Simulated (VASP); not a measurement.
Energy against volume of Tl (hcp). Level of theory: optB88-vdW, VASP's PBE PAW potentials (set 64) (plane waves; VASP). Numerical set-up: 520 eV cut-off, 12×12×7 Γ-centred mesh, first-order Methfessel-Paxton smearing of 0.10 eV, potentials Tl_d.

Shape and ions are relaxed at each volume.

```
V (Å³/atom)  E (eV/atom)
-----------  -----------
28.901           0.85539
29.823           0.84580
30.745           0.84259
31.668           0.84465
```

Task: Fit these four points and predict the energy of the run at 32.590 Å³/atom.

Result: A cubic in V^(−2/3), the third-order Birch-Murnaghan form, passes through the four points with V0 = 30.82 Å³/atom and B0 = 30 GPa, and gives 0.8511 eV/atom there. The run gave 0.8510 eV/atom, -0.0 meV/atom from the fit; all five points give B0 = 30 GPa.

The compound is Tl in the hcp structure. It was relaxed first, which changed the volume by +8 %.
